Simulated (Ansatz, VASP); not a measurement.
# InP: VASP beside Ansatz, part 2 of 2

One calculation is typed for both programs; each brings its own data sets. How far apart do they land? The cell is taken from a series of runs on this material, whose earlier steps may have relaxed, scaled, displaced or heated it; both programs get it as it stands.

VASP 6.6.1 and Ansatz 0.2.0.

So far: The starting structure; VASP: G0W0 gap, PBE, DFT+U.

### 3. Ansatz: G0W0 gap, PBE, DFT+U

Level of this step: Ansatz beside VASP: Kohn-Sham DFT, plane waves, PBE, DFT+U (Ansatz).

Ansatz runs on its PAW soft_1 files.

The same cell, functional and mesh now go to Ansatz, which takes its cutoff from its data sets.

The input, input.yaml:

```yaml
crystal:
  lattice:
    - [0.0, 2.93435, 2.93435]
    - [2.93435, 0.0, 2.93435]
    - [2.93435, 2.93435, 0.0]
  atoms:
    - { symbol: In, position: [0.0, 0.0, 0.0] }
    - { symbol: P, position: [0.25, 0.25, 0.25] }
kpoints:
  mp_grid: { grid: [6, 6, 6] }
hamiltonian:
  xc: pbe
  hubbard:
    projectors: ortho-atomic
    sites: [{ species: In, l: d, u_eff: 3.0 }]
  pseudopotentials: { kind: paw, azcp: { folder: soft_1 } }
scf:
  occupations: { method: fixed }
gw:
  n_empty_bands: 210
  ecut_chi: 150.0
  qp_bands: [v2, c2]
  qp_kpoints: band_edges
  screening: { model: contour_deformation }
```

The run is started by

```bash
$ ansatz run input.yaml --threads 3 --pin off --max-ram 92160MiB --backend cuda --events-out ev --progress --plain --runs-dir out --devices 1 --max-vram 13GiB
```

Numbers of over 12 decimals in the logs are rounded to 6 here.

Log:

```text
GPUs: using 1 of 1 available (devices: 1).
Engine: ansatz 0.2.0, x86_64-unknown-linux-gnu
Pseudopotentials: kind: paw
Pseudopotential: In, paw, valence charge 13, recommended cutoff 420 eV (normal), soft_1/In.paw.azcp
Pseudopotential: P, paw, valence charge 5, recommended cutoff 420 eV (normal), soft_1/P.paw.azcp
Functional definition: PBE
  parameter kappa = 0.804
  parameter beta = 0.066725
  exchange = pbe_x(kappa = kappa, mu = beta*pi^2/3)
  correlation = pbe_c(beta = beta)
device memory: the entry about to start is reckoned to put 0.5 GiB on a device that reports 56.0 GiB free (of which the cap on the GPU budget leaves the run 13.0 GiB)
GPU FFT provider: cuFFT
GPU libraries: cuBLAS 13.8.2, cuFFT 12.4.0, cuSOLVER 12.3.4
Crystal: 2 atoms, lattice volume = 50.532 Å³
Basis set: ecut = 420 eV, 965 PW (Γ)
Bands: 13, of which v1, the nominal top of the filled ones, is band 9 counted from 1 (8 counted from 0)
Symmetry: 24 space group operations
Space group: F-43m (ITA 216), of the structure as read, at distance tolerance 3.7e-5 Å
k-points: 16 of 216 (time reversal used)
Non-local potential: In, projectors of the file, l = 0: 2, l = 1: 2, l = 2: 2, l = 3: 1
Non-local potential: P, projectors of the file, l = 0: 2, l = 1: 2, l = 2: 1
PAW form: soft (Blöchl's): semilocal exchange-correlation on the pseudo side does not see the compensation charge
PAW one-centre angular grid: In, 590 points (default); XC on 64 Gauss nodes
PAW one-centre angular grid: P, 110 points (default); XC on 64 Gauss nodes
Initial density: superposition of atomic densities (chi_scale 0.1, normalization cell, long waves kept (reshape's long-wave potential 0.00 eV rms))
Initial wavefunctions: pseudopotential atomic-orbital guess
GPU buffer pool allocated for 27000 grid points (all kernels)
GPU transforms: local potential and band sums: pruned to the plane-wave sphere, on 27×27×27
Functional: x = pbe(κ = 0.804, μ = 0.219515), c = pbe(β = 0.066725)
SCF iter   1: F=—  HF=-6354.240449 eV  |F-HF|=—  |Δ(HF+E_count)|=         —  Δρ=3.50e-2  dr2=8.87e-1  ethr=3.10e-3  ⟨swp⟩=5.0  Hψ=1128  notcnv=0  defer=26
preconditioner: auto → none  [insulator: Δε(μ)=1.006 eV  Ē_g=15.311 eV  n_scr=14 (ndim 8)  ℏωp=22.2 eV  f_vac=0.000  ε∞_Penn≈3.1]
SCF iter   2: F=—  HF=-6354.020190 eV  |F-HF|=—  |Δ(HF+E_count)|=   2.20e-1  Δρ=1.57e-2  dr2=8.84e-2  ethr=3.10e-3  ⟨swp⟩=3.2  Hψ=457  notcnv=0  defer=26
SCF iter   3: F=—  HF=-6354.012112 eV  |F-HF|=—  |Δ(HF+E_count)|=   8.08e-3  Δρ=6.33e-3  dr2=1.43e-2  ethr=4.91e-4  ⟨swp⟩=2.8  Hψ=339  notcnv=0  defer=28
SCF iter   4: F=—  HF=-6354.012575 eV  |F-HF|=—  |Δ(HF+E_count)|=   4.63e-4  Δρ=9.86e-4  dr2=3.30e-4  ethr=7.94e-5  ⟨swp⟩=3.5  Hψ=398  notcnv=0  defer=28
SCF iter   5: F=—  HF=-6354.012497 eV  |F-HF|=—  |Δ(HF+E_count)|=   7.79e-5  Δρ=2.25e-4  dr2=1.21e-5  ethr=1.83e-6  ⟨swp⟩=2.0  Hψ=388  notcnv=0  defer=28
SCF iter   6: F=—  HF=-6354.012510 eV  |F-HF|=—  |Δ(HF+E_count)|=   1.34e-5  Δρ=2.46e-5  dr2=2.04e-7  ethr=6.74e-8  ⟨swp⟩=2.7  Hψ=331  notcnv=0  defer=15
SCF iter   7: F=-6354.012510 eV  HF=-6354.012510 eV  |F-HF|=4.38e-9  |Δ(HF+E_count)|=   2.84e-9  Δρ=3.27e-6  dr2=3.62e-9  ethr=5.56e-10  ⟨swp⟩=6.1  Hψ=1006  notcnv=0
SCF 1 converged in 7 iterations: F = -6354.012510 eV  dr2 = 3.62e-9
  greatest PAW one-centre occupation: 0.982 electrons in one spin orbital (limit 2), on the In atom at site 0 (counted from 0), in its partial waves of l = 2
device memory: the entry about to start is reckoned to put 0.5 GiB on a device that reports 56.0 GiB free (of which the cap on the GPU budget leaves the run 13.0 GiB)
NSCF: frozen V_eff on 16 k-points, pencils in batches of 32, up to order 52
the band table was solved once the SCF had ended and its energy, with any forces and stress, was formed, with the checks that follow a solve (1157 applications of the Hamiltonian). They found nothing against the state; the energy, forces and stress were not computed again (output.eigenvalues in the input reference)
device memory: the entry about to start is reckoned to put 3.7 GiB on a device that reports 56.0 GiB free (of which the cap on the GPU budget leaves the run 13.0 GiB)
NSCF: frozen V_eff on 16 k-points
G₀W₀ screening: q 1/16
[... further progress lines ...]
device memory: the entry about to start is reckoned to put 0.3 GiB on a device that reports 59.4 GiB free (of which the cap on the GPU budget leaves the run 13.0 GiB)
NSCF: frozen V_eff on 1 k-points
device memory: the entry about to start is reckoned to put 0.3 GiB on a device that reports 59.4 GiB free (of which the cap on the GPU budget leaves the run 13.0 GiB)
NSCF: frozen V_eff on 1 k-points
SCF converged after 7 iterations
Free energy (F): -6354.012510 eV
Harris-Foulkes:  -6354.012510 eV  (|F-HF|=4.38e-9)
Internal energy: -6354.012510 eV  (E = F + TS)
E sigma→0 (E₀):  -6354.012510 eV
Fermi energy:    6.963362 eV
--- Per-component energies (eV) ---
  E_band       = -66.705842
  E_kinetic    = 287.926129
  E_local      = -1334.057797  (includes V_loc(G=0)·N_el)
  E_nonlocal   = 359.776270
  E_hartree    = 535.544194
  E_xc         = -215.454176
  E_vxc        = -149.964853  (∫ρ·V_xc dr)
  E_hubbard    = 0.027755  (on-site DFT+U / exact-exchange correction)
  E_vhub       = -14.916668  (the Hubbard potential's part of the band-sum identity)
  E_paw        = -4768.668373  (= ΣΔE_a)
  E_vpaw       = -286.556514  (= ΣTr[D̂ρ^β])
  E_aug_tail   = 0.000148  (compensation charges beyond the density's cutoff)
  E_ewald      = -1219.106662
  E_smearing   = -0.000000  (= −TS)
  E_closure    = 0.000000  (closes the sum)
  Σ components = -6354.012510   (vs F -6354.012510, Δ=0.00e0)
--- Band table (eV; the first three rows and the last of 16) ---
  k-point 0: bands = [... 5 lower, -4.5008, 6.9634, 6.9634, 6.9634, 7.6820, 11.0749, 11.0749, 11.0749]
  k-point 1: bands = [... 5 lower, -4.2027, 4.7909, 6.6638, 6.6638, 8.7769, 11.4716, 11.5106, 11.5106]
  k-point 2: bands = [... 5 lower, -3.4273, 2.4270, 6.1991, 6.1991, 8.6341, 11.8487, 11.8487, 13.2435]
  k-point 15: bands = [... 5 lower, -2.1529, 1.3631, 4.1848, 4.2200, 10.2626, 10.6026, 13.7645, 14.0525]
Occupation matrices written to <dir>
--- G₀W₀: contour deformation, 7 samples at zero and on the imaginary axis and 2 off it, 216 q-points, 210 empty bands' worth ---
  eigenvalues of the whole cell's RPA ε∞ on this k-mesh (on a slab, of 1 + 4πα/V) = 19.4826, 19.4826, 19.4826; static W/v taken at q = 0 is 0.051328
  bands read: the sum over 219 bands ends inside a degenerate multiplet in 1 slot, whose members it reads at an even weight; the widest, k=12: bands 219 to 220 (counted from 1) at 1/2 each
  gw.qp_kpoints: band_edges: 9 of 16 stored k-points solved, in 1 pass; an edge of the gap read off the rows below is read off those points alone
    valence top: of the k-points left out ik 7 came nearest to being solved in a further pass, in band 9 (counted from 1, as in the quasiparticle table): it holds the edge there only if its correction is more favourable than any solved in that band by at least 0.997 eV; those differ by 0.108 eV
    conduction bottom: of the k-points left out ik 10 came nearest to being solved in a further pass, in band 10 (counted from 1, as in the quasiparticle table): it holds the edge there only if its correction is more favourable than any solved in that band by at least 1.400 eV; those differ by 0.239 eV
    ik  band        ε_KS         Σx   Σc(E_QP)       V_xc       Z   E_QP_lin       E_QP  E_QP is
     0     8      6.9634   -16.5287     1.0873   -14.9650  0.7366     6.4714     6.4870  root
     0     9      6.9634   -16.5287     1.0873   -14.9650  0.7366     6.4714     6.4870  root
     0    10      7.6820   -10.3171    -3.7293   -14.0602  0.7599     7.6957     7.6957  root
     0    11     11.0749    -7.1080    -4.3529   -11.5492  0.7492    11.1635    11.1632  root
     1     8      6.6638   -16.2871     1.1912   -14.6020  0.7355     6.1523     6.1700  root
     1     9      6.6638   -16.2871     1.1912   -14.6020  0.7355     6.1523     6.1700  root
     1    10      8.7769    -9.5962    -3.8490   -13.4759  0.7545     8.8075     8.8075  root
     1    11     11.4716    -7.5830    -4.4792   -12.1044  0.7386    11.5137    11.5136  root
     2     8      6.1991   -16.0864     1.4011   -14.1631  0.7325     5.6552     5.6768  root
     2     9      6.1991   -16.0864     1.4011   -14.1631  0.7325     5.6552     5.6768  root
     2    10      8.6341    -8.9088    -3.9185   -12.8591  0.7602     8.6659     8.6659  root
     2    11     11.8487    -6.8847    -4.5970   -11.5629  0.7370    11.9302    11.9299  root
     3     8      6.0071   -16.0315     1.4921   -14.0059  0.7310     5.4503     5.4737  root
     3     9      6.0071   -16.0315     1.4921   -14.0059  0.7310     5.4503     5.4737  root
     3    10      8.4781    -8.9491    -3.8794   -12.8527  0.7614     8.5022     8.5021  root
     3    11     11.7899    -6.6969    -4.5458   -11.3068  0.7386    11.8541    11.8538  root
     4     8      6.1604   -15.8971     1.3687   -14.0089  0.7326     5.6195     5.6409  root
     4     9      6.1604   -15.8971     1.3687   -14.0089  0.7326     5.6195     5.6409  root
     4    10      9.6234   -10.1727    -4.0628   -14.3124  0.7418     9.7005     9.7003  root
     4    11     10.1134    -6.7021    -4.0538   -10.7374  0.7615    10.0949    10.0949  root
     6     8      4.8219   -15.4103     1.8129   -13.0395  0.7192     4.2346     4.2641  root
     6     9      5.5943   -15.7805     1.6508   -13.5779  0.7273     5.0155     5.0425  root
     6    10      9.5690    -8.6439    -4.0788   -12.7658  0.7530     9.6122     9.6121  root
     6    11     11.3694    -6.8264    -4.5128   -11.3671  0.7388    11.3974    11.3974  root
[...]
9     8      5.0909   -15.5502     1.8694   -13.1110  0.7209     4.4897     4.5211  root
     9     9      5.0909   -15.5502     1.8694   -13.1110  0.7209     4.4897     4.5211  root
     9    10      9.0389    -6.8350    -3.7987   -10.5622  0.7675     8.9676     8.9673  root
     9    11      9.8353    -7.7405    -4.1758   -11.9259  0.7523     9.8448     9.8448  root
    12     8      4.6751   -15.4491     2.0662   -12.7990  0.7150     4.0559     4.0912  root
    12     9      4.6751   -15.4491     2.0662   -12.7990  0.7150     4.0559     4.0912  root
    12    10      8.7492    -6.4845    -3.6921   -10.0425  0.7702     8.6156     8.6149  root
    12    11      9.2524    -7.8123    -3.9892   -11.8023  0.7592     9.2532     9.2532  root
```

### 4. Comparison

Known differences besides the potentials themselves: U acts on the PAW sphere in VASP and on atomic orbitals in Ansatz, so only states and trends compare; fixed occupations in Ansatz, narrow Gaussian smearing in VASP; the cutoff is 420 eV in Ansatz and 300 eV in VASP; Ansatz integrates over frequency by contour deformation, VASP on a grid of NOMEGA points; Ansatz's G0W0 levels solve the quasiparticle equation, VASP's are linearised. Total energies have different zeros and are not compared.

Both answers:

| quantity | Ansatz | VASP | difference |
| --- | --- | --- | --- |
| G0W0 gap on the mesh (eV) | 1.21 | 1.29 | -0.08 |
| Kohn-Sham gap under it (eV) | 0.72 | 0.81 | -0.10 |

### 5. Summary of results

* difference in G0W0 gap on the mesh (G0W0 gap, PBE, DFT+U): -0.079 eV

What this shows: The difference in G0W0 gap on the mesh is -0.079 eV (G0W0 gap, PBE, DFT+U). How closely two codes agree says nothing of how well the functional describes the real material.

[Lines on the potential files, build, host, timing and source positions are cut from VASP's logs without a mark.]

[Logs are printed without paths, hosts, clocks, repeated set-up lines and the standing remarks that a program may print on its own settings, such as how far it seeks lower states.]

[Hosts, paths, dates, database ids (printed as entryN), source tags and the programs' standing remarks are cut or masked in the printed files.]
